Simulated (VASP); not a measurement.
These are LDA (Ceperley-Alder, Perdew-Zunger), VASP's LDA PAW potentials (set 64) (plane waves; VASP) values and carry that method's errors.

A VASP calculation is set up with these files.

POSCAR:
```
Ag
1
    0.0000000000     1.9992001888     1.9992001888
    1.9992001888     0.0000000000     1.9992001888
    1.9992001888     1.9992001888     0.0000000000
Ag
1
Direct
  0.0000000000   0.0000000000   0.0000000000
```

### INCAR
```
SYSTEM = Ag
PREC = Accurate; ENCUT = 530; LREAL = F
LASPH = T
EDIFF = 1E-7; NELM = 100; ALGO = Normal
LMAXMIX = 4
ISMEAR = 1; SIGMA = 0.1
IBRION = 6; NSW = 1; ISIF = 3
POTIM = 0.015; NFREE = 2
LWAVE = F; LCHARG = F
```

KPOINTS:
```
Regular mesh
0
Gamma
 14 14 14
0 0 0
```

POTCAR, in this order: Ag (LDA.64 set). Program: vasp_std.

The resulting files:

### OSZICAR
```
...
DAV:   7    -0.378049090217E+01   -0.24439E-06   -0.11497E-07  2935   0.441E-03    0.957E-04
DAV:   8    -0.378049113049E+01   -0.22831E-06   -0.86492E-09  2242   0.109E-03    0.770E-05
DAV:   9    -0.378049114306E+01   -0.12579E-07   -0.18244E-09  2228   0.477E-04
   6 F= -.37804911E+01 E0= -.37805764E+01  d E =0.255906E-03
       N       E                     dE             d eps       ncg     rms          rms(c)
DAV:   1    -0.394683314262E+01   -0.16634E+00   -0.35520E+00  4582   0.222E+01    0.255E+00
DAV:   2    -0.379392836391E+01    0.15290E+00   -0.62753E-01  4455   0.888E+00    0.878E-01
DAV:   3    -0.378278022356E+01    0.11148E-01   -0.10929E-02  4609   0.119E+00    0.505E-01
DAV:   4    -0.377929644345E+01    0.34838E-02   -0.54237E-03  4647   0.849E-01    0.102E-01
DAV:   5    -0.377932515000E+01   -0.28707E-04   -0.16556E-04  4784   0.178E-01    0.408E-02
DAV:   6    -0.377932761224E+01   -0.24622E-05   -0.37891E-06  4783   0.184E-02    0.379E-03
DAV:   7    -0.377932758057E+01    0.31664E-07   -0.71311E-08  3415   0.298E-03
   7 F= -.37793276E+01 E0= -.37793704E+01  d E =0.128392E-03
       N       E                     dE             d eps       ncg     rms          rms(c)
DAV:   1    -0.383297832741E+01   -0.53651E-01   -0.15228E+00 14092   0.140E+01    0.139E+00
DAV:   2    -0.378781368240E+01    0.45165E-01   -0.15772E-01 13800   0.464E+00    0.564E-01
DAV:   3    -0.378260631629E+01    0.52074E-02   -0.54099E-03 14683   0.831E-01    0.317E-01
DAV:   4    -0.378119433815E+01    0.14120E-02   -0.24675E-03 14649   0.550E-01    0.708E-02
DAV:   5    -0.378120672404E+01   -0.12386E-04   -0.93966E-05 14341   0.122E-01    0.127E-02
DAV:   6    -0.378120574608E+01    0.97795E-06   -0.42937E-06 14415   0.244E-02    0.371E-03
DAV:   7    -0.378120572379E+01    0.22291E-07   -0.68064E-08  7683   0.305E-03
   8 F= -.37812057E+01 E0= -.37812858E+01  d E =0.240374E-03
       N       E                     dE             d eps       ncg     rms          rms(c)
DAV:   1    -0.381641415004E+01   -0.35208E-01   -0.88070E-01 13995   0.909E+00    0.953E-01
DAV:   2    -0.379198126904E+01    0.24433E-01   -0.14349E-02 13943   0.162E+00    0.518E-01
DAV:   3    -0.378112130630E+01    0.10860E-01   -0.22384E-02 14415   0.164E+00    0.154E-01
DAV:   4    -0.378119683499E+01   -0.75529E-04   -0.77395E-04 14133   0.402E-01    0.125E-01
DAV:   5    -0.378120679308E+01   -0.99581E-05   -0.81193E-06 15269   0.231E-02    0.149E-02
DAV:   6    -0.378120566638E+01    0.11267E-05   -0.32739E-06 14066   0.230E-02    0.145E-02
DAV:   7    -0.378120567189E+01   -0.55149E-08   -0.90136E-08  8003   0.447E-03
   9 F= -.37812057E+01 E0= -.37812858E+01  d E =0.240427E-03
       N       E                     dE             d eps       ncg     rms          rms(c)
DAV:   1    -0.377635996420E+01    0.48457E-02   -0.81550E-01 14091   0.869E+00    0.606E-01
DAV:   2    -0.377324994074E+01    0.31100E-02   -0.69940E-03 14062   0.115E+00    0.350E-01
DAV:   3    -0.377924937822E+01   -0.59994E-02   -0.11228E-02 14429   0.118E+00    0.962E-02
DAV:   4    -0.378006618138E+01   -0.81680E-03   -0.45927E-04 14414   0.299E-01    0.563E-02
DAV:   5    -0.378120939803E+01   -0.11432E-02   -0.54020E-05 14649   0.807E-02    0.397E-03
DAV:   6    -0.378120217245E+01    0.72256E-05   -0.20019E-06 14399   0.196E-02    0.258E-03
DAV:   7    -0.378120520585E+01   -0.30334E-05   -0.17313E-08  7651   0.171E-03    0.317E-04
DAV:   8    -0.378120570006E+01   -0.49421E-06   -0.30378E-09  6917   0.710E-04    0.662E-05
DAV:   9    -0.378120561621E+01    0.83852E-07   -0.30872E-10  6860   0.192E-04
  10 F= -.37812056E+01 E0= -.37812857E+01  d E =0.240332E-03
       N       E                     dE             d eps       ncg     rms          rms(c)
DAV:   1    -0.381639840293E+01   -0.35193E-01   -0.90315E-01 14049   0.924E+00    0.952E-01
DAV:   2    -0.379198615521E+01    0.24412E-01   -0.14434E-02 13872   0.163E+00    0.518E-01
DAV:   3    -0.378112124562E+01    0.10865E-01   -0.22363E-02 14364   0.165E+00    0.155E-01
DAV:   4    -0.378119662526E+01   -0.75380E-04   -0.77717E-04 14183   0.401E-01    0.131E-01
DAV:   5    -0.378120675360E+01   -0.10128E-04   -0.71480E-06 15246   0.220E-02    0.182E-02
DAV:   6    -0.378120565959E+01    0.10940E-05   -0.35097E-06 14136   0.239E-02    0.195E-02
DAV:   7    -0.378120566113E+01   -0.15409E-08   -0.10914E-07  8526   0.497E-03
  11 F= -.37812057E+01 E0= -.37812858E+01  d E =0.240482E-03
       N       E                     dE             d eps       ncg     rms          rms(c)
DAV:   1    -0.379961800875E+01   -0.18412E-01   -0.76863E-01 14190   0.843E+00    0.608E-01
DAV:   2    -0.378824081591E+01    0.11377E-01   -0.61185E-03 14117   0.113E+00    0.352E-01
DAV:   3    -0.378131172190E+01    0.69291E-02   -0.10996E-02 14368   0.123E+00    0.113E-01
DAV:   4    -0.378127577829E+01    0.35944E-04   -0.49671E-04 14301   0.318E-01    0.550E-02
DAV:   5    -0.378120293126E+01    0.72847E-04   -0.45514E-05 14790   0.722E-02    0.555E-03
DAV:   6    -0.378120459012E+01   -0.16589E-05   -0.17087E-06 14472   0.183E-02    0.159E-03
DAV:   7    -0.378120545240E+01   -0.86227E-06   -0.14091E-08  7562   0.161E-03    0.185E-04
DAV:   8    -0.378120566321E+01   -0.21082E-06   -0.12795E-09  6903   0.415E-04    0.958E-05
DAV:   9    -0.378120569205E+01   -0.28833E-07   -0.20183E-10  6814   0.137E-04
  12 F= -.37812057E+01 E0= -.37812858E+01  d E =0.240333E-03
       N       E                     dE             d eps       ncg     rms          rms(c)
DAV:   1    -0.381640761432E+01   -0.35202E-01   -0.90892E-01 14183   0.925E+00    0.954E-01
DAV:   2    -0.379197844312E+01    0.24429E-01   -0.14487E-02 13931   0.163E+00    0.518E-01
DAV:   3    -0.378112065292E+01    0.10858E-01   -0.22367E-02 14336   0.164E+00    0.156E-01
DAV:   4    -0.378119675305E+01   -0.76100E-04   -0.77708E-04 14212   0.402E-01    0.127E-01
DAV:   5    -0.378120707247E+01   -0.10319E-04   -0.86316E-06 15171   0.239E-02    0.162E-02
DAV:   6    -0.378120566008E+01    0.14124E-05   -0.40911E-06 14065   0.257E-02    0.158E-02
DAV:   7    -0.378120566648E+01   -0.63999E-08   -0.11185E-07  8695   0.497E-03
  13 F= -.37812057E+01 E0= -.37812858E+01  d E =0.240442E-03
       N       E                     dE             d eps       ncg     rms          rms(c)
DAV:   1    -0.377522172652E+01    0.59839E-02   -0.19130E+00  1904   0.121E+01    0.375E-01
DAV:   2    -0.377602512268E+01   -0.80340E-03   -0.96647E-03  2034   0.133E+00    0.236E-01
DAV:   3    -0.378179341472E+01   -0.57683E-02   -0.73428E-03  2005   0.908E-01    0.264E-02
DAV:   4    -0.378197033293E+01   -0.17692E-03   -0.25335E-04  2098   0.221E-01    0.169E-02
DAV:   5    -0.378201104419E+01   -0.40711E-04   -0.15856E-06  2156   0.134E-02    0.405E-04
DAV:   6    -0.378201274780E+01   -0.17036E-05   -0.17801E-08  1275   0.144E-03    0.360E-04
DAV:   7    -0.378201325066E+01   -0.50286E-06   -0.16447E-09   998   0.371E-04    0.374E-05
DAV:   8    -0.378201325855E+01   -0.78905E-08   -0.33265E-10   993   0.134E-04
  14 F= -.37820133E+01 E0= -.37820657E+01  d E =0.157326E-03
       N       E                     dE             d eps       ncg     rms          rms(c)
DAV:   1    -0.378072049274E+01    0.12928E-02   -0.59983E+00  1872   0.204E+01    0.856E-02
DAV:   2    -0.378231491358E+01   -0.15944E-02   -0.19012E-02  1907   0.180E+00    0.541E-02
DAV:   3    -0.378201853412E+01    0.29638E-03   -0.71513E-04  2047   0.238E-01    0.114E-02
DAV:   4    -0.378201327018E+01    0.52639E-05   -0.15017E-05  2011   0.384E-02    0.393E-03
DAV:   5    -0.378201311692E+01    0.15326E-06   -0.67547E-07  2019   0.855E-03    0.106E-03
DAV:   6    -0.378201325354E+01   -0.13661E-06   -0.10165E-08  1015   0.105E-03    0.966E-05
DAV:   7    -0.378201326035E+01   -0.68119E-08   -0.94305E-10   957   0.362E-04
  15 F= -.37820133E+01 E0= -.37820657E+01  d E =0.157325E-03
```

File OUTCAR:
```
------------------------ aborting loop because EDIFF is reached ----------------------------------------
  FORCE on cell =-STRESS in cart. coord.  units (eV):
  Direction    XX          YY          ZZ          XY          YZ          ZX
  --------------------------------------------------------------------------------------
  Total        0.0338522      0.0338522      0.0338522      0.0000000     -0.0000000      0.0000000
  in kB        3.3938973      3.3938973      3.3938973      0.0000000     -0.0000000      0.0000000
  external PRESSURE =       3.3938973 kB  Pullay stress =       0.0000000 kB
  volume of cell :       15.98
      direct lattice vectors                 reciprocal lattice vectors
     0.000000000  1.999200189  1.999200189    -0.250100016  0.250100016  0.250100016
     1.999200189  0.000000000  1.999200189     0.250100016 -0.250100016  0.250100016
     1.999200189  1.999200189  0.000000000     0.250100016  0.250100016 -0.250100016
 POSITION                                       TOTAL-FORCE (eV/Angst)
 -----------------------------------------------------------------------------------
     -0.01500      0.00000      0.00000        -0.000000     -0.000000     -0.000000
 -----------------------------------------------------------------------------------
    total drift:                                0.000002     -0.000000     -0.000000
  FREE ENERGIE OF THE ION-ELECTRON SYSTEM (eV)
  ---------------------------------------------------
  free  energy   TOTEN  =        -3.7820132603 eV

  energy  without entropy=       -3.7821705858  energy(sigma->0) =       -3.78206570

   1 f/i=    0.000000 THz     0.000000 2PiTHz    0.000000 cm-1     0.000000 meV
             X         Y         Z           dx          dy          dz
      0.000000  0.000000  0.000000    -0.667046   -0.133111    0.733028

   2 f/i=    0.000000 THz     0.000000 2PiTHz    0.000000 cm-1     0.000000 meV
             X         Y         Z           dx          dy          dz
      0.000000  0.000000  0.000000     0.744503   -0.082574    0.662493

   3 f/i=    0.000000 THz     0.000000 2PiTHz    0.000000 cm-1     0.000000 meV
             X         Y         Z           dx          dy          dz
      0.000000  0.000000  0.000000    -0.027656    0.987655    0.154182

 ELASTIC MODULI CONTR FROM IONIC RELAXATION (kBar)
 Direction    XX          YY          ZZ          XY          YZ          ZX
 --------------------------------------------------------------------------------
 XX           0.0000      0.0000      0.0000      0.0000      0.0000      0.0000
 YY           0.0000      0.0000      0.0000      0.0000      0.0000      0.0000
 ZZ           0.0000      0.0000      0.0000      0.0000      0.0000      0.0000
 XY           0.0000      0.0000      0.0000      0.0000      0.0000      0.0000
 YZ           0.0000      0.0000      0.0000      0.0000      0.0000      0.0000
 ZX           0.0000      0.0000      0.0000      0.0000      0.0000      0.0000
 --------------------------------------------------------------------------------

 TOTAL ELASTIC MODULI (kBar)
 Direction    XX          YY          ZZ          XY          YZ          ZX
 --------------------------------------------------------------------------------
 XX        1872.7230   1177.1443   1177.1443     -0.0000     -0.0000      0.0000
 YY        1177.1443   1872.7230   1177.1443      0.0000     -0.0000      0.0000
 ZZ        1177.1443   1177.1443   1872.7230     -0.0000      0.0000      0.0000
 XY          -0.0000      0.0000     -0.0000    712.9803      0.0000      0.0000
 YZ          -0.0000     -0.0000      0.0000      0.0000    712.9803      0.0000
 ZX           0.0000      0.0000      0.0000      0.0000      0.0000    712.9803
 --------------------------------------------------------------------------------
```
(Selected blocks of OUTCAR.)

Finite-difference elastic constants of metals are sensitive to mesh and smearing; shear constants can be off by tens of GPa.

The structure comes from a computed database's Ag entry (Fm-3m); how it stands against other phases isn't given here. It was relaxed first, which changed the volume by -8 %.
